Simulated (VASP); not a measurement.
Here is the system:

```yaml
crystal:
  lattice:
    - [-1.66050, 1.66050, 2.56373]
    - [1.66050, -1.66050, 2.56373]
    - [1.66050, 1.66050, -2.56373]
  atoms:
    - { symbol: In, position: [0.00000, 0.00000, 0.00000] }
```

The numbers are results of revPBE GGA, VASP's PBE PAW potentials (set 64) (plane waves; VASP 6.6.1), not measurements. Settings: 520 eV cut-off, Gaussian smearing of 0.050 eV, potentials In_d.

Q: Give the energies of bands 6 to 9 at the high-symmetry points, in eV from the Fermi level.

A: 
| band | Γ | X | P | N | M | S | R |
|---|---|---|---|---|---|---|---|
| 6 | -9.01 | -1.72 | -1.38 | -4.23 | -3.13 | -2.65 | -1.86 |
| 7 | 9.90 | -1.68 | 0.04 | -3.04 | -2.46 | -1.10 | -0.09 |
| 8 | 9.90 | 3.30 | 0.04 | 6.94 | 4.68 | -0.42 | 0.16 |
| 9 | 10.05 | 3.82 | 1.79 | 8.76 | 4.68 | 6.00 | 1.33 |

It has no gap at this level: it comes out as a metal or semimetal.

The compound is In in the bct structure. It was relaxed first, which changed the volume by +8 %.
